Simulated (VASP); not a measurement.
Cu:

```
Cu
1.0
     0.00000    1.80750    1.80750
     1.80750    0.00000    1.80750
     1.80750    1.80750    0.00000
Cu
1
Direct
  0.00000 0.00000 0.00000
```

```yaml
Program: VASP 6.6.1
Task: relaxation of cell and atoms
Functional: LDA
Potentials_or_basis: VASP PAW LDA potentials, release 64 (Cu)
Cutoff: 520 eV
k_mesh: 20 × 20 × 20
Occupations: gaussian, width 0.1 eV
Spin: no spin polarisation
```

At the start: pressure -11.7 GPa; volume 11.81 Å³/atom.

**Question.** How do energy, volume and symmetry change on relaxing?

**Answer.** Over 6 steps the energy falls by 34.2 meV/atom and the volume is 10.94 Å³/atom (-7.3 %); space group Fm-3m (No. 225, to 0.05 Å).

Step by step:
| step | energy change (eV) | largest force (eV/Å) | pressure (GPa) | volume (Å³) |
| --- | --- | --- | --- | --- |
| 1 | 0.0000 | 0.0000 | -11.71 | 11.81 |
| 2 | -0.0167 | 0.0000 | 10.71 | 10.40 |
| 3 | -0.0342 | 0.0000 | -0.06 | 10.95 |
| 4 | -0.0342 | 0.0000 | 0.19 | 10.93 |
| 5 | -0.0342 | 0.0000 | -0.07 | 10.95 |
| 6 | -0.0342 | 0.0000 | -0.02 | 10.94 |

Final structure:
```cif
data_structure
_symmetry_space_group_name_H-M 'P 1'
_symmetry_Int_Tables_number 1
_cell_length_a 2.4921
_cell_length_b 2.4921
_cell_length_c 2.4921
_cell_angle_alpha 60.000
_cell_angle_beta 60.000
_cell_angle_gamma 60.000
_cell_volume 10.94
loop_
_atom_site_label
_atom_site_type_symbol
_atom_site_fract_x
_atom_site_fract_y
_atom_site_fract_z
_atom_site_occupancy
Cu1 Cu 0.00000 0.00000 0.00000 1
```
